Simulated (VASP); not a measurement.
Input:

```
Se2Te
1.0
    3.88563     0.00000     0.00000
   -1.94281     3.36505     0.00000
    0.00000     0.00000     6.26833
Te Se
1 2
Direct
  0.00000   0.00000   0.00000
  0.33333   0.66667   0.25200
  0.66667   0.33333   0.74800
```

These are PBE GGA, VASP's PBE PAW potentials (set 64) (plane waves; VASP) values and carry that method's errors. Settings: 400 eV cut-off, KSPACING 0.8 per Å, Gaussian smearing of 0.050 eV, potentials Te Se.

Gaps are read on the run's mesh, which can miss a band edge. Unless said otherwise, spin-orbit coupling is left out, though it shifts the bands of the heavy elements here.

Question: Predict the energy per atom (σ→0), pressure, largest force, band gap (on the k-mesh) with the smallest direct gap where there is one.

Answer: 
The band gap (on the k-mesh) comes out as 0.05 eV and the smallest direct gap (on the k-mesh) is 0.35 eV. The energy per atom (σ→0) is -3.358 eV/atom and the pressure is 5.97 GPa. The largest force is 0.673 eV/Å.

Total energies compare only between runs with the same potentials, cut-off and functional.

The structure was generated: TeSe2 was put into the CdI2 type (P-3m1), which need not be its known phase. The cell was not relaxed at this level. The run is one of a series of settings (KGAMMA = .TRUE., KSPACING = 0.8, KPOINTS file removed against the base run), some of them coarse on purpose.
